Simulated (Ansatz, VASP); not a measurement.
**Two plane-wave programs on Sc2GaSbAs2**

INCAR

```
SYSTEM = Sc2GaSbAs2
  PREC = Accurate
  ENCUT = 520
  EDIFF = 1E-6
  ISMEAR = 0
  SIGMA = 0.1
  LREAL = .False.
  LASPH = .True.
  NELM = 100
  ALGO = Normal
  ISIF = 2
  LWAVE = .False.
  LCHARG = .False.
  GGA = PE
  NBANDS = 34
```

File KPOINTS:

```
Automatic mesh
0
Gamma
  4 4 4
  0 0 0
```

File POSCAR:

```
Sc2GaSbAs2
1.0
    4.4300297600      0.0000000000      0.0000000000
    0.0000000000      4.4300297600      0.0000000000
    0.0000000000      0.0000000000      7.0979961900
Sc Ga Sb As
2 1 1 2
Direct
    0.5000000000      0.0000000000      0.9946200300
    0.0000000000      0.5000000000      0.9946200300
    0.0000000000      0.0000000000      0.6973040100
    0.5000000000      0.5000000000      0.3203240000
    0.5000000000      0.5000000000      0.8287479900
    0.0000000000      0.0000000000      0.1643839900
```

Input for Ansatz:

```yaml
crystal:
  lattice:
    - [4.43002976, 0.0, 0.0]
    - [0.0, 4.43002976, 0.0]
    - [0.0, 0.0, 7.09799619]
  atoms:
    - { symbol: Sc, position: [0.5, 0.0, 0.99462003] }
    - { symbol: Sc, position: [0.0, 0.5, 0.99462003] }
    - { symbol: Ga, position: [0.0, 0.0, 0.69730401] }
    - { symbol: Sb, position: [0.5, 0.5, 0.320324] }
    - { symbol: As, position: [0.5, 0.5, 0.82874799] }
    - { symbol: As, position: [0.0, 0.0, 0.16438399] }
basis:
  ecutwfc: 420
kpoints:
  mp_grid: { grid: [4, 4, 4] }
hamiltonian:
  xc: pbe
scf:
  occupations: { method: gaussian, width: 0.1 }
  lower_state_search: "off"
output:
  forces: true
  stress: true
  eigenvalues: true
```

Change from the starting cell: species swapped into the LaYMn2Si2 type (P4mm, No. 99).

Alike in both runs: task single point; functional PBE; k mesh 4 × 4 × 4; occupations gaussian, width 0.1 eV; no spin polarisation.

```csv
,VASP,Ansatz
version,VASP 6.6.1,Ansatz 0.2.0
potentials or method,"VASP PAW PBE potentials, release 64 (Sc_sv, Ga_d, Sb, As)","scalar-relativistic, plane waves, PAW"
plane-wave cutoff (eV),520,420
valence electrons in the cell,50,80
```

Ansatz gave:

```
gap on the k mesh at the Fermi level (eV)       : none
pressure (GPa)                                  : 10.8
largest component of the traceless stress (GPa) : 4.42
rms of the force components (eV/Å)              : 0.856
```

What did VASP give for the same quantities?

gap on the k mesh at the Fermi level (eV): none; pressure (GPa): 11.1; largest component of the traceless stress (GPa): 4.51; rms of the force components (eV/Å): 0.872.

Atom by atom the forces differ by 0.017 eV/Å (rms over components). A gap of «none» marks a metal or a gap that the smearing closes. The functional is the same, so the differences come from potentials, cutoffs and numerics. The two sets of potentials don't hold the same shells in valence.

Caveats: forces of over 1 eV/Å show positions far from the minimum, so gaps and moduli don't describe the material at rest. Spin-orbit coupling is left out, which matters for the levels of Sb.
